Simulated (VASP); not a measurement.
Take BaZrO3 (cubic perovskite), without spin-orbit terms, in VASP with PAW potentials, and its band gap.

Q: One run gives 3.12 eV. Which level is it?
A) r2SCAN (own cell)
B) PBE (own cell)
C) SCAN (own cell)

A: B, PBE (own cell).  The others give 3.66 (r2SCAN (own cell)), 3.66 (SCAN (own cell)).

Only levels that ran to the end are used. Left out are those held back, those with too coarse a band path, GW runs whose mesh misses a band edge, hybrids' fits of cells that aren't cubic and levels without matching references; a question may draw on a part of the rest.

The compound is BaZrO3 in the cubic perovskite structure.
